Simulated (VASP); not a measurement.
# Nb(110) in VASP, part 2 of 2

Aim: model Nb(110) by a slab and find how far its highest filled level lies below the vacuum.

VASP 6.6.1; r2SCAN; plane waves and PAW (Nb_pv).

So far: The structure; Vacuum level and density of states.

## (2) Vacuum level and density of states (continued)

The density of states has structure finer than the step of the table below, so its rows give means over 0.5 eV, whole bins alone (the curve runs from -12.0 to 7.92 eV). Peaks (eV: height): total -2.60: 9.15, -1.44: 13.0, -0.37: 11.8, 4.27: 10.9; Nb s -3.40: 1.30, -0.37: 0.275; Nb p -2.60: 0.618, -1.44: 0.766, -0.28: 1.28; Nb d -2.60: 5.46, -1.44: 10.0, -0.37: 7.82, 4.27: 9.91.

Means over bins of 0.089 eV. Density of states against energy, zero at the Fermi level; means over each step; values in states/eV/cell:

```tsv
energy (eV)	total	Nb s	Nb p	Nb d
-7.5	0	0	0	0
-7.0	1.9e-4	1.3e-4	0	0
-6.5	0.0162	0.0100	1.1e-4	0
-6.0	0.183	0.111	0.00437	1.7e-4
-5.5	0.411	0.238	0.0183	0.00359
-5.0	0.641	0.347	0.0427	0.0167
-4.5	0.954	0.467	0.0813	0.0659
-4.0	2.34	0.767	0.158	0.722
-3.5	5.96	1.24	0.321	2.85
-3.0	8.17	1.16	0.494	4.51
-2.5	8.18	0.793	0.557	4.94
-2.0	5.78	0.221	0.386	4.04
-1.5	11.9	0.108	0.698	9.09
-1.0	9.45	0.136	0.636	7.01
-0.5	10.8	0.236	1.08	7.30
0.0	9.36	0.200	1.04	6.26
0.5	5.61	0.129	0.782	3.45
1.0	4.20	0.0759	0.524	2.69
1.5	5.05	0.0835	0.465	3.52
2.0	5.93	0.0796	0.352	4.54
2.5	7.50	0.0828	0.295	6.14
3.0	9.39	0.0790	0.262	8.06
3.5	9.78	0.0718	0.208	8.66
4.0	10.2	0.0851	0.186	9.23
4.5	7.72	0.126	0.234	6.81
5.0	3.64	0.0803	0.240	2.95
5.5	2.41	0.0505	0.173	1.94
6.0	0.913	0.0328	0.0994	0.654
6.5	0.737	0.0313	0.103	0.465
7.0	0.362	0.0193	0.0669	0.184
7.5	0.394	0.0149	0.0653	0.191
```

The planar average of the electrostatic potential oscillates, so the rows of the table below give means over windows of 2.29 Å about each position, cut where the curve ends. Its maxima inside the range that stand out by 2 % of the span (Å: eV): 10.2: -1.05, 12.5: -1.16, 14.9: -1.15, 17.1: -1.15, 19.5: -1.16, 21.8: -1.05. Its minima: 9.0: -8.53, 11.3: -8.43, 13.7: -8.35, 16.0: -8.39, 18.3: -8.35, 20.7: -8.43, 23.0: -8.53.

Zero at the Fermi level. Planar average of the electrostatic potential against height; means over each step:

```tsv
height (Å)	planar average of the electrostatic potential (eV)
1.15	4.62
3.44	4.62
5.72	4.53
8.02	-2.03
10.30	-4.93
12.59	-4.92
14.88	-4.93
17.18	-4.93
19.46	-4.92
21.75	-4.93
24.04	-1.71
26.34	4.54
28.62	4.62
30.91	4.62
```

Density of states in the PAW spheres, an atom over height of the layer and energy from the Fermi level.

Ten even steps from '_' (0.00 states/eV) to '@' (1.50 states/eV), each cell a mean:
```
**--======--**
##**######**##
@@##%%%%%%##@@
%%**********%%
%%%%##%%##%%%%
%%@@@@%%@@@@%%
==============
++++==++==++++
**************
==**++++++**==
::==========::
..::::::::::..
______________
______________
______________
______________
______________
______________
______________
______________
______________
______________
```
Columns: height of the layer (Å) from 9 to 23; rows upwards: energy from the Fermi level (eV) from -7.9 to 0.5.

Force by atom:

```tsv
atom	x (eV/Å)	y (eV/Å)	z (eV/Å)	size
Nb1	0.000	0.000	0.248	0.248
Nb2	0.000	0.000	-0.397	0.397
Nb3	0.000	0.000	0.006	0.006
Nb4	0.000	0.000	0.000	0.000
Nb5	0.000	0.000	-0.006	0.006
Nb6	0.000	0.000	0.397	0.397
Nb7	0.000	0.000	-0.248	0.248
```

ELF in the ca plane at fractional y = 0.000, with atoms of Nb within 0.2 Å of it. It is the smooth field of the valence electrons, not physical close to the nuclei.

Ten even steps from '0' (0.00) to '9' (0.52), each cell a mean:
```
86562146587678566115658768966512651110000000
76466665586567646666458656865677631111000000
78656655785557854665587555785577434432101200
79965457985457986446898545798655566642100000
79755555885457864555698545786566444432100000
77457764686557745776467656875688632221000000
86563256587668556336558767966523651111002300
85660037588788565004658878967300661110000030
```
Columns run along c (16.0 Å, from fractional 0.38 to 0.88 of the cell), rows up along a (2.9 Å). Atoms in or near the plane, at fractional coordinates: Nb at (0.43, 0.00), Nb at (0.57, 0.00), Nb at (0.72, 0.00).

Electrostatic potential energy in the ca plane at fractional y = 0.000, with atoms of Nb within 0.2 Å of it. With pseudopotentials it is smooth inside the atoms' cores, unlike the true potential.

Values in eV, 5 rows by 16 columns, each cell a mean:
```
 -2 -17 -13   1   1  -6 -19  -8   1   1 -12 -18  -4   4   5   5
  1  -8  -5   1  -1  -1  -9  -2   0   0  -4  -9   0   4   5   5
  2  -2  -1   1  -1   1  -3   1  -1   0   0  -3   2   5   5   5
  0 -12  -8   1   0  -3 -13  -4   0   1  -7 -13  -1   4   5   5
 -3 -18 -15   1   2  -7 -20  -9   2   1 -13 -19  -5   4   5   5
```
Columns run along c (16.0 Å, from fractional 0.38 to 0.88 of the cell; values clipped at the 3rd and 97th percentile), rows up along a (2.9 Å). Atoms in or near the plane, at fractional coordinates: Nb at (0.43, 0.00), Nb at (0.57, 0.00), Nb at (0.72, 0.00).

Valence density in the ca plane at fractional y = 0.000, with atoms of Nb within 0.2 Å of it. It is the smooth field of the valence electrons, not physical close to the nuclei.

Values in e/Å³, 5 rows by 16 columns, each cell a mean:
```
0.3 2.6 1.7 0.2 0.2 0.6 3.2 0.8 0.2 0.2 1.4 2.9 0.2 0.0 0.0 0.0
0.2 0.6 0.5 0.2 0.3 0.3 0.8 0.3 0.2 0.2 0.4 0.7 0.1 0.0 0.0 0.0
0.2 0.3 0.3 0.2 0.3 0.2 0.3 0.2 0.3 0.2 0.3 0.3 0.1 0.0 0.0 0.0
0.3 1.2 0.8 0.2 0.2 0.4 1.4 0.4 0.2 0.2 0.6 1.3 0.1 0.0 0.0 0.0
0.3 3.2 2.1 0.2 0.2 0.8 3.8 1.0 0.2 0.2 1.7 3.5 0.3 0.0 0.0 0.0
```
Columns run along c (16.0 Å, from fractional 0.38 to 0.88 of the cell), rows up along a (2.9 Å). Atoms in or near the plane, at fractional coordinates: Nb at (0.43, 0.00), Nb at (0.57, 0.00), Nb at (0.72, 0.00).

Only the dipole across the slab is computed (IDIPOL = 3); zeros along the plane are no results.

The density of states holds every band computed, so its fall toward the upper end of the range is no gap.

The map of layer states is cut here 0.5 eV above the Fermi level, so it leaves out the states above that.

The vacuum level lies 4.62 eV above the Fermi level at the upper face; both faces agree, as the slab has next to no dipole.

The program found no field-free point at its default tolerance, but its printed level agrees with the flat part of the planar average.

On this mesh the fine structure of the density of states is sampling noise, and high empty states may be cut by the number of bands.

## (3) Putting the energies together

This step: slab, r2SCAN; plane waves and PAW (VASP 6.6.1).

This step runs nothing: it gathers the runs above.

## (4) Outcome

| Item | Value |
| --- | --- |
| work function of the slab | 4.62 eV |

What this shows: The work function is 4.62 eV at both faces. No atom was relaxed. The cell in the plane was kept as given and was not relaxed here.

[Lines on the potential files, build, host, timing and source positions are cut from VASP's logs without a mark.]

[Logs are printed without paths, hosts, clocks, repeated set-up lines and the standing remarks that a program may print on its own settings, such as how far it seeks lower states.]

[Hosts, paths, dates, database ids (printed as entryN), source tags and the programs' standing remarks are cut or masked in the printed files.]

[In band tables of VASP the shares of atoms and orbitals are scaled to a sum of 1 inside the atoms' spheres.]

[Runs that stopped without an error message from VASP are left out.]
